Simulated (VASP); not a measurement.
Consider the following.

```xyz
3
Lattice="1.6480 -2.8544 0.0000 1.6480 2.8544 0.0000 0.0000 0.0000 3.6888" Properties=species:S:1:pos:R:3 pbc="T T T"
Zr     1.6480     2.8544     0.0000
B      1.6480     0.9515     1.8444
B      1.6480    -0.9515     1.8444
```

The numbers are results of PBE GGA, VASP's PBE PAW potentials (set 64) (plane waves; VASP 6.6.1), not measurements. Settings: 600 eV cut-off, 10×10×8 Γ-centred mesh, first-order Methfessel-Paxton smearing of 0.10 eV, potentials Zr_sv B.

Give the stress tensor in GPa (positive for a compressed cell).

```
-23.05    0.00    0.00
  0.00  -23.05    0.00
  0.00    0.00  -20.54
```
The pressure is its mean diagonal, -22.21 GPa.

The compound is ZrB2 in the AlB2 type structure. This cell was strained or had an atom moved on purpose.
